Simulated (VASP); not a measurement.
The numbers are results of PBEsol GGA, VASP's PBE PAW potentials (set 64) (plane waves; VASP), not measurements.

Input for VASP

**POSCAR**
```
Y
1
    3.6011485755     0.0000000000     0.0000000000
   -1.8005742878     3.1186864142     0.0000000000
    0.0000000000     0.0000000000     5.5449311062
Y
2
Direct
  0.6666670000   0.3333330000   0.7500000000
  0.3333330000   0.6666670000   0.2500000000
```

### INCAR
```
# general
SYSTEM =Y
PREC   =Normal
ENCUT  =400
LREAL  =.FALSE.
LASPH  =.TRUE.

# electronic loop
EDIFF  =1E-5
NELM   =100
NELMIN =4
ALGO   =Fast
LMAXMIX=4

# smearing
ISMEAR =1
SIGMA  =0.1

# functional
GGA    =PS

# ions
IBRION =2
NSW    =20
ISIF   =2
EDIFFG =-0.03

# output
LWAVE  =.FALSE.
LCHARG =.FALSE.
```

**KPOINTS**
```
Automatic mesh
0
gamma
 13 13 8
```

POTCAR, in this order: Y_sv (PBE.64 set). Program: vasp_std.

Output

**OUTCAR**
```
 ion  position               nearest neighbor table
   1  0.667  0.333  0.750-   2 3.47   2 3.47   2 3.47   2 3.47   2 3.47   2 3.47
   2  0.333  0.667  0.250-   1 3.47   1 3.47   1 3.47   1 3.47   1 3.47   1 3.47
  LATTYP: Found a hexagonal cell.
 ALAT       =     3.6011485755
 C/A-ratio  =     1.5397673798
 Subroutine PRICEL returns:
 Original cell was already a primitive cell.
 Subroutine GETGRP returns: Found 24 space group operations
The static configuration has the point symmetry D_3d.
 The point group associated with its full space group is D_6h.
The dynamic configuration has the point symmetry D_3d.
 Subroutine INISYM returns: Found 24 space group operations
 Subroutine IBZKPT returns following result:
 Found    105 irreducible k-points:

 Following reciprocal coordinates:
            Coordinates               Weight
  0.000000  0.000000  0.000000      1.000000
  0.076923 -0.000000  0.000000      6.000000
  0.153846  0.000000  0.000000      6.000000
  0.230769 -0.000000  0.000000      6.000000
  0.307692  0.000000  0.000000      6.000000
  0.384615 -0.000000  0.000000      6.000000
  0.461538  0.000000  0.000000      6.000000
...
```

OSZICAR:
```
       N       E                     dE             d eps       ncg     rms          rms(c)
DAV:   1     0.757289243134E+02    0.75729E+02   -0.10286E+04  3166   0.116E+03
DAV:   2    -0.691920070957E+01   -0.82648E+02   -0.81485E+02  3907   0.253E+02
DAV:   3    -0.139438008810E+02   -0.70246E+01   -0.69570E+01  5937   0.446E+01
DAV:   4    -0.140681283086E+02   -0.12433E+00   -0.12424E+00  3501   0.693E+00
DAV:   5    -0.140718533453E+02   -0.37250E-02   -0.37251E-02  4523   0.859E-01    0.342E+01
RMM:   6    -0.137113296958E+02    0.36052E+00   -0.42133E-01  3347   0.432E+00    0.214E+01
RMM:   7    -0.136599218252E+02    0.51408E-01   -0.11015E+00  3822   0.677E+00    0.195E+00
RMM:   8    -0.136383918047E+02    0.21530E-01   -0.13983E-01  3399   0.272E+00    0.741E-01
RMM:   9    -0.136405091926E+02   -0.21174E-02   -0.28163E-02  4288   0.871E-01    0.574E-01
RMM:  10    -0.136421145050E+02   -0.16053E-02   -0.87009E-03  4831   0.394E-01    0.153E+00
RMM:  11    -0.136407877498E+02    0.13268E-02   -0.22488E-03  3959   0.456E-01    0.176E-01
RMM:  12    -0.136408277825E+02   -0.40033E-04   -0.74680E-04  4366   0.199E-01    0.169E-01
RMM:  13    -0.136408416941E+02   -0.13912E-04   -0.28807E-04  3916   0.837E-02    0.941E-02
RMM:  14    -0.136408438541E+02   -0.21600E-05   -0.14762E-04  3707   0.103E-01    0.537E-02
RMM:  15    -0.136408483188E+02   -0.44648E-05   -0.55863E-05  2804   0.323E-02
   1 F= -.13640848E+02 E0= -.13641629E+02  d E =-.136408E+02
```

### OUTCAR
```
------------------------ aborting loop because EDIFF is reached ----------------------------------------
  FORCE on cell =-STRESS in cart. coord.  units (eV):
  Direction    XX          YY          ZZ          XY          YZ          ZX
  --------------------------------------------------------------------------------------
  Total       -0.0156337     -0.0156337      0.1266064      0.0000000     -0.0000000      0.0000000
  in kB       -0.4022190     -0.4022191      3.2572976      0.0000000     -0.0000000      0.0000000
  external PRESSURE =       0.8176198 kB  Pullay stress =       0.0000000 kB
  volume of cell :       62.27
      direct lattice vectors                 reciprocal lattice vectors
     3.601148575  0.000000000  0.000000000     0.277689181  0.160323910  0.000000000
    -1.800574288  3.118686414  0.000000000     0.000000000  0.320647820  0.000000000
     0.000000000  0.000000000  5.544931106     0.000000000  0.000000000  0.180344892
 POSITION                                       TOTAL-FORCE (eV/Angst)
 -----------------------------------------------------------------------------------
      1.80058      1.03956      4.15870        -0.000000      0.000000      0.000000
     -0.00000      2.07913      1.38623         0.000000     -0.000000      0.000000
 -----------------------------------------------------------------------------------
    total drift:                               -0.000443      0.000256     -0.000009
  FREE ENERGIE OF THE ION-ELECTRON SYSTEM (eV)
  ---------------------------------------------------
  free  energy   TOTEN  =       -13.6408483188 eV

  energy  without entropy=      -13.6431889882  energy(sigma->0) =      -13.64162854

 reached required accuracy - stopping structural energy minimisation
```
(Selected blocks of OUTCAR.)

The compound is Y in the hcp structure. It was relaxed first, which changed the volume by -6 %.
